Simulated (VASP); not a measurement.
Method: PBEsol GGA, VASP's PBE PAW potentials (set 64) (plane waves; VASP).

The input files of a VASP run:

### INCAR
```
ALGO = Normal
EDIFF = 1E-6
ENCUT = 400
GGA = PS
ISIF = 2
ISMEAR = 0
LASPH = .TRUE.
LCHARG = .FALSE.
LMAXMIX = 6
LREAL = .FALSE.
LWAVE = .FALSE.
NELM = 100
PREC = Accurate
SIGMA = 0.01
SYSTEM = LuBi2ClO4
```

File POSCAR:
```
LuBi2ClO4
3.857150
  1.0000000000   0.0000000000   0.0000000000
  0.0000000000   1.0000000000   0.0000000000
  0.0000000000   0.0000000000   2.3372801161
Lu Bi Cl O
1 2 1 4
Cartesian
  0.0000000000   0.0000000000   0.0000000000
  0.5000000000   0.5000000000   0.6444115008
  0.5000000000   0.5000000000   1.6928686153
  0.0000000000   0.0000000000   1.1686400581
  0.5000000000   0.0000000000   1.9903576285
  0.5000000000   0.0000000000   0.3469224876
  0.0000000000   0.5000000000   1.9903576285
  0.0000000000   0.5000000000   0.3469224876
```

File KPOINTS:
```
Automatic mesh
0
Gamma
7 7 3
0 0 0
```

POTCAR, in this order: Lu_3 Bi_d Cl O (PBE.64 set). Program: vasp_std.

What VASP printed:

### OUTCAR
```
 ion  position               nearest neighbor table
   1  0.000  0.000  0.000-   5 2.35   6 2.35   7 2.35   8 2.35   7 2.35   8 2.35   5 2.35   6 2.35
                             2 3.69   3 3.69   2 3.69   3 3.69   2 3.69   3 3.69   2 3.69   3 3.69
   2  0.500  0.500  0.276-   6 2.24   8 2.24   6 2.24   8 2.24   1 3.69   1 3.69   1 3.69   1 3.69
  LATTYP: Found a simple tetragonal cell.
 ALAT       =     3.8571500000
 C/A-ratio  =     2.3372801161
 Subroutine PRICEL returns:
 Original cell was already a primitive cell.
 Subroutine GETGRP returns: Found 16 space group operations
The static configuration has the point symmetry D_4h.
The dynamic configuration has the point symmetry D_4h.
 Subroutine INISYM returns: Found 16 space group operations
 Subroutine IBZKPT returns following result:
 Found     20 irreducible k-points:

 Following reciprocal coordinates:
            Coordinates               Weight
  0.000000  0.000000  0.000000      1.000000
  0.142857  0.000000  0.000000      4.000000
  0.285714  0.000000  0.000000      4.000000
  0.428571  0.000000  0.000000      4.000000
  0.142857  0.142857  0.000000      4.000000
  0.285714  0.142857  0.000000      8.000000
  0.428571  0.142857  0.000000      8.000000
  0.285714  0.285714  0.000000      4.000000
  0.428571  0.285714  0.000000      8.000000
  0.428571  0.428571  0.000000      4.000000
  0.000000  0.000000  0.333333      2.000000
  0.142857  0.000000  0.333333      8.000000
  0.285714  0.000000  0.333333      8.000000
  0.428571  0.000000  0.333333      8.000000
  0.142857  0.142857  0.333333      8.000000
  0.285714  0.142857  0.333333     16.000000
  0.428571  0.142857  0.333333     16.000000
  0.285714  0.285714  0.333333      8.000000
  0.428571  0.285714  0.333333     16.000000
  0.428571  0.428571  0.333333      8.000000
   k-points           NKPTS =     20   k-points in BZ     NKDIM =     20   number of bands    NBANDS=     42
   number of dos      NEDOS =    301   number of ions     NIONS =      8
...
```

OSZICAR:
```
       N       E                     dE             d eps       ncg     rms          rms(c)
DAV:   1     0.727656690934E+03    0.72766E+03   -0.30799E+04  2496   0.166E+03
DAV:   2     0.464628388684E+02   -0.68119E+03   -0.66387E+03  2716   0.639E+02
DAV:   3    -0.562712665896E+02   -0.10273E+03   -0.10063E+03  2874   0.252E+02
DAV:   4    -0.615038240308E+02   -0.52326E+01   -0.51916E+01  2744   0.471E+01
DAV:   5    -0.617085378524E+02   -0.20471E+00   -0.20382E+00  2608   0.837E+00    0.282E+01
DAV:   6    -0.531916167132E+02    0.85169E+01   -0.38865E+01  2856   0.632E+01    0.210E+01
DAV:   7    -0.533684004423E+02   -0.17678E+00   -0.58045E+00  2576   0.122E+01    0.123E+01
DAV:   8    -0.533449486869E+02    0.23452E-01   -0.18894E+00  2784   0.802E+00    0.232E+00
DAV:   9    -0.532422037345E+02    0.10274E+00   -0.49994E-01  2952   0.458E+00    0.507E-01
DAV:  10    -0.532468517635E+02   -0.46480E-02   -0.53993E-02  2448   0.136E+00    0.266E-01
DAV:  11    -0.532471564298E+02   -0.30467E-03   -0.99195E-03  3088   0.680E-01    0.162E-01
DAV:  12    -0.532469929600E+02    0.16347E-03   -0.21576E-03  3040   0.382E-01    0.329E-02
DAV:  13    -0.532470346478E+02   -0.41688E-04   -0.24344E-04  2440   0.857E-02    0.205E-02
DAV:  14    -0.532470328108E+02    0.18370E-05   -0.52161E-05  2840   0.689E-02    0.103E-02
DAV:  15    -0.532470331573E+02   -0.34644E-06   -0.88317E-06  2056   0.182E-02
   1 F= -.53247033E+02 E0= -.53247033E+02  d E =-.211028E-20
```

File OUTCAR:
```
------------------------ aborting loop because EDIFF is reached ----------------------------------------
  FORCE on cell =-STRESS in cart. coord.  units (eV):
  Direction    XX          YY          ZZ          XY          YZ          ZX
  --------------------------------------------------------------------------------------
  Total       -6.7002314     -6.7002314     -6.2930935      0.0000000     -0.0000000      0.0000000
  in kB      -80.0368589    -80.0368589    -75.1734386      0.0000000     -0.0000000      0.0000000
  external PRESSURE =     -78.4157188 kB  Pullay stress =       0.0000000 kB
  volume of cell :      134.13
      direct lattice vectors                 reciprocal lattice vectors
     3.857150000  0.000000000  0.000000000     0.259258779  0.000000000  0.000000000
     0.000000000  3.857150000  0.000000000     0.000000000  0.259258779  0.000000000
     0.000000000  0.000000000  9.015240000     0.000000000  0.000000000  0.110923281
 POSITION                                       TOTAL-FORCE (eV/Angst)
 -----------------------------------------------------------------------------------
      0.00000      0.00000      0.00000         0.000000      0.000000      0.000000
      1.92857      1.92857      2.48559        -0.000000      0.000000     -0.381491
      1.92857      1.92857      6.52965         0.000000     -0.000000      0.381491
      0.00000      0.00000      4.50762         0.000000      0.000000      0.000000
      1.92857      0.00000      7.67711         0.000000      0.000000     -0.005953
      1.92857      0.00000      1.33813         0.000000      0.000000      0.005953
      0.00000      1.92857      7.67711         0.000000      0.000000     -0.005953
      0.00000      1.92857      1.33813         0.000000      0.000000      0.005953
 -----------------------------------------------------------------------------------
    total drift:                                0.000000      0.000000     -0.000000
  FREE ENERGIE OF THE ION-ELECTRON SYSTEM (eV)
  ---------------------------------------------------
  free  energy   TOTEN  =       -53.2470331573 eV

  energy  without entropy=      -53.2470331573  energy(sigma->0) =      -53.24703316
```
(Selected blocks of OUTCAR.)

At this cut-off the stress carries a Pulay error, which pulls relaxed volumes low.

The structure comes from a computed database's LuBi2ClO4 entry (P4/mmm); how it stands against other phases isn't given here. The cell was not relaxed at this level.
